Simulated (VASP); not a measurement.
Computed with PBEsol GGA, VASP's PBE PAW potentials (set 64) (plane waves; VASP).

Input for VASP

POSCAR:
```
EuGe2
1
    4.3384235507     0.0000000000     0.0000000000
   -2.1692117754     3.7199849491     0.0000000000
    0.0000000000     0.0000000000     4.0670513003
Eu Ge
1 2
Direct
  0.0000000000   1.0000000000   0.0000000000
  0.6666670000   0.3333330000   0.5190399076
  0.3333330000   0.6666670000   0.4809600924
```

**INCAR**
```
! general
SYSTEM =EuGe2
PREC   =Accurate
ENCUT  =480   ! plane-wave cut-off (eV)
LREAL  =F
LASPH  =T   ! aspherical one-centre terms

! electronic loop
EDIFF  =1E-7
NELM   =100
ALGO   =Normal
LMAXMIX=6   ! l cut-off of mixed one-centre charges

! smearing
ISMEAR =1   ! Methfessel-Paxton
SIGMA  =0.1   ! width (eV)

! functional
GGA    =PS   ! PBEsol

! ions
IBRION =2
NSW    =30
ISIF   =2
EDIFFG =-0.01   ! ionic stop

! output
LWAVE  =F
LCHARG =F
```

KPOINTS:
```
Automatic mesh
0
G
  8 8 8
0 0 0
```

POTCAR, in this order: Eu_2 Ge_d (PBE.64 set). Program: vasp_std.

The run wrote:

OUTCAR:
```
 ion  position               nearest neighbor table
   1  0.000  0.000  0.000-   3 3.16   2 3.16   3 3.17   2 3.17   2 3.17   3 3.17   3 3.26   2 3.26
                             3 3.27   2 3.27   2 3.27   3 3.27
   2  0.667  0.333  0.519-   3 2.48   3 2.50   3 2.50   1 3.16   1 3.17   1 3.17   1 3.26   1 3.27
                             1 3.27
   3  0.333  0.667  0.481-   2 2.48   2 2.50   2 2.50   1 3.16   1 3.17   1 3.17   1 3.26   1 3.27
                             1 3.27
  LATTYP: Found a base centered orthorhombic cell.
 ALAT       =     4.3384235507
 B/A-ratio  =     1.7149016944
 C/A-ratio  =     0.9374491109
 Subroutine PRICEL returns:
 Original cell was already a primitive cell.
 Subroutine GETGRP returns: Found  4 space group operations
The static configuration has the point symmetry C_2h.
The dynamic configuration has the point symmetry C_2h.
 Subroutine INISYM returns: Found  4 space group operations
 Subroutine IBZKPT returns following result:
 Found    150 irreducible k-points:

 Following reciprocal coordinates:
            Coordinates               Weight
  0.000000  0.000000  0.000000      1.000000
  0.125000  0.000000  0.000000      4.000000
  0.250000  0.000000  0.000000      4.000000
  0.375000  0.000000  0.000000      4.000000
  0.500000  0.000000  0.000000      2.000000
  0.000000  0.125000  0.000000      2.000000
  0.125000  0.125000  0.000000      4.000000
  0.250000  0.125000  0.000000      4.000000
  0.375000  0.125000  0.000000      4.000000
  0.500000  0.125000  0.000000      4.000000
 -0.375000  0.125000  0.000000      4.000000
 -0.250000  0.125000  0.000000      2.000000
  0.000000  0.250000  0.000000      2.000000
  0.125000  0.250000  0.000000      4.000000
  0.250000  0.250000  0.000000      4.000000
  0.375000  0.250000  0.000000      4.000000
  0.500000  0.250000  0.000000      2.000000
  0.000000  0.375000  0.000000      2.000000
...
```

**OSZICAR**
```
       N       E                     dE             d eps       ncg     rms          rms(c)
DAV:   1     0.265622460386E+03    0.26562E+03   -0.17116E+04  6840   0.345E+03
DAV:   2     0.246971665881E+02   -0.24093E+03   -0.23810E+03  8306   0.680E+02
DAV:   3    -0.125724578368E+02   -0.37270E+02   -0.36783E+02  9572   0.177E+02
DAV:   4    -0.140267258234E+02   -0.14543E+01   -0.14241E+01  8294   0.370E+01
DAV:   5    -0.140855779871E+02   -0.58852E-01   -0.58497E-01  9656   0.875E+00    0.144E+01
DAV:   6    -0.140535719341E+02    0.32006E-01   -0.74535E-02 10148   0.467E+00    0.854E+00
DAV:   7    -0.140469785412E+02    0.65934E-02   -0.52424E-02 10516   0.326E+00    0.326E-01
DAV:   8    -0.140461727371E+02    0.80580E-03   -0.71047E-03  7738   0.151E+00    0.101E-01
DAV:   9    -0.140461718123E+02    0.92471E-06   -0.75613E-04 10620   0.307E-01    0.243E-02
DAV:  10    -0.140461712115E+02    0.60083E-06   -0.29968E-05  7740   0.597E-02    0.135E-02
DAV:  11    -0.140461711198E+02    0.91697E-07   -0.49663E-06  9916   0.199E-02    0.692E-03
DAV:  12    -0.140461710859E+02    0.33947E-07   -0.79320E-07  7410   0.750E-03
   1 F= -.14046171E+02 E0= -.14046054E+02  d E =-.140462E+02
       N       E                     dE             d eps       ncg     rms          rms(c)
DAV:   1    -0.140462602969E+02   -0.89177E-04   -0.61039E-02  7782   0.185E+00    0.211E-02
DAV:   2    -0.140463575817E+02   -0.97285E-04   -0.10255E-03  9592   0.429E-01    0.109E-02
DAV:   3    -0.140463570739E+02    0.50780E-06   -0.20013E-05  8824   0.422E-02    0.390E-03
DAV:   4    -0.140463570915E+02   -0.17624E-07   -0.18420E-06  8502   0.124E-02    0.136E-03
DAV:   5    -0.140463570825E+02    0.90567E-08   -0.11219E-07  5280   0.391E-03
   2 F= -.14046357E+02 E0= -.14046256E+02  d E =-.185997E-03
       N       E                     dE             d eps       ncg     rms          rms(c)
DAV:   1    -0.140463581343E+02   -0.10428E-05   -0.14319E-02  7956   0.896E-01    0.104E-02
DAV:   2    -0.140463811327E+02   -0.22998E-04   -0.24241E-04  9550   0.208E-01    0.525E-03
DAV:   3    -0.140463810202E+02    0.11247E-06   -0.46070E-06  8766   0.204E-02    0.186E-03
DAV:   4    -0.140463810284E+02   -0.81227E-08   -0.42155E-07  7020   0.623E-03
   3 F= -.14046381E+02 E0= -.14046289E+02  d E =-.209942E-03
```

OUTCAR:
```
------------------------ aborting loop because EDIFF is reached ----------------------------------------
  FORCE on cell =-STRESS in cart. coord.  units (eV):
  Direction    XX          YY          ZZ          XY          YZ          ZX
  --------------------------------------------------------------------------------------
  Total       -0.3464310     -0.1777130     -0.0441781      0.0000000      0.0093593     -0.0000000
  in kB       -8.4561875     -4.3378754     -1.0783618      0.0000000      0.2284548     -0.0000000
  external PRESSURE =      -4.6241416 kB  Pullay stress =       0.0000000 kB
  volume of cell :       65.64
      direct lattice vectors                 reciprocal lattice vectors
     4.338423551  0.000000000  0.000000000     0.230498472  0.134409146  0.000000000
    -2.169211775  3.719984949  0.000000000     0.000000000  0.268818292  0.000000000
     0.000000000  0.000000000  4.067051300     0.000000000  0.000000000  0.245878384
 POSITION                                       TOTAL-FORCE (eV/Angst)
 -----------------------------------------------------------------------------------
      0.00000      0.00000      0.00000         0.000000      0.000000      0.000000
      2.16921      1.24379      2.11034         0.000000     -0.000935     -0.009586
     -0.00000      2.47620      1.95671        -0.000000      0.000935      0.009586
 -----------------------------------------------------------------------------------
    total drift:                               -0.000000      0.000000     -0.000000
  FREE ENERGIE OF THE ION-ELECTRON SYSTEM (eV)
  ---------------------------------------------------
  free  energy   TOTEN  =       -14.0463810284 eV

  energy  without entropy=      -14.0461048506  energy(sigma->0) =      -14.04628897

 reached required accuracy - stopping structural energy minimisation
```
(Selected blocks of OUTCAR.)

**CONTCAR**
```
EuGe2
   1.00000000000000
     4.3384235507000000    0.0000000000000000    0.0000000000000000
    -2.1692117754000000    3.7199849491000001    0.0000000000000000
     0.0000000000000000    0.0000000000000000    4.0670513003000002
  Eu              Ge
     1     2
Direct
     0.0000000000000000    0.0000000000000000    0.0000000000000000
     0.6671771059979317    0.3343532119958730    0.5188873232689342
     0.3328228940020683    0.6656467880041270    0.4811126767310659
```

The 4f electrons are frozen in the core of the lanthanide potential, so 4f levels, which can set the real gap, and their magnetism are missing.

The structure comes from a computed database's EuGe2 entry (P-3m1); how it stands against other phases isn't given here. This cell was strained or had an atom moved on purpose. Symmetry was kept, so distortions that lower it aren't found.
